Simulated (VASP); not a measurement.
A run of VASP 6.6.1 is set up as follows.

The input INCAR:

```
SYSTEM = LiZn3
ALGO = Fast ; EDIFF = 1E-6
ENCUT = 520 ; GGA = CA
ISIF = 2 ; ISMEAR = -1
LASPH = .True. ; LCHARG = .False.
LREAL = .False. ; LWAVE = .False.
NBANDS = 28 ; NELM = 100
PREC = Accurate ; SIGMA = 0.05
```

Contents of KPOINTS:

```
k-points
0
Gamma
  7 7 7
  0 0 0
```

The input POSCAR:

```
LiZn3
1.0
    0.0000000000      3.0111111900      3.0111111900
    3.0111111900      0.0000000000      3.0111111900
    3.0111111900      3.0111111900      0.0000000000
Li Zn
1 3
Direct
    0.0000000000      0.0000000000      0.0000000000
    0.2499999992      0.2499999992      0.2499999992
    0.7499999992      0.7499999992      0.7499999992
    0.5000000000      0.5000000000      0.5000000000
```

Potentials or basis: VASP PAW LDA potentials, release 64 (Li_sv, Zn).

Launch:

```bash
$ cat potpaw_LDA.64/Li_sv/POTCAR potpaw_LDA.64/Zn/POTCAR > POTCAR
$ mpirun -np 1 vasp_std > vasp.out
```

Predict the band gap on the k mesh.

none (metal or under the smearing width).
